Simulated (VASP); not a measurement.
The system is Ru.

```
Ru
1.0
     2.70580    0.00000    0.00000
    -1.35290    2.34329    0.00000
     0.00000    0.00000    4.28190
Ru
2
Direct
  0.33333 0.66667 0.25000
  0.66667 0.33333 0.75000
```

- Program: VASP 6.6.1
- Task: relaxation of cell and atoms
- Functional: PBE
- Potentials or basis: VASP PAW PBE potentials, release 64 (Ru_pv)
- Cutoff: 600 eV
- k mesh: 15 × 15 × 9
- Occupations: methfessel-paxton, width 0.1 eV
- Spin: no spin polarisation

At the start: pressure 4.3 GPa; volume 13.57 Å³/atom.

Where does the relaxation end?

Over 4 steps the energy falls by 2.4 meV/atom and the volume is 13.75 Å³/atom (+1.3 %); space group P6_3/mmc (No. 194, to 0.05 Å).

Step by step:
| step | energy change (eV) | largest force (eV/Å) | pressure (GPa) | volume (Å³) |
| --- | --- | --- | --- | --- |
| 1 | 0.0000 | 0.0000 | 4.30 | 27.15 |
| 2 | 0.0350 | 0.0000 | -11.17 | 28.61 |
| 3 | -0.0048 | 0.0000 | -0.04 | 27.52 |
| 4 | -0.0048 | 0.0000 | 0.01 | 27.51 |

Final structure:
```cif
data_structure
_symmetry_space_group_name_H-M 'P 1'
_symmetry_Int_Tables_number 1
_cell_length_a 2.7175
_cell_length_b 2.7175
_cell_length_c 4.3012
_cell_angle_alpha 90.000
_cell_angle_beta 90.000
_cell_angle_gamma 120.000
_cell_volume 27.51
loop_
_atom_site_label
_atom_site_type_symbol
_atom_site_fract_x
_atom_site_fract_y
_atom_site_fract_z
_atom_site_occupancy
Ru1 Ru 0.33333 0.66667 0.25000 1
Ru2 Ru 0.66667 0.33333 0.75000 1
```
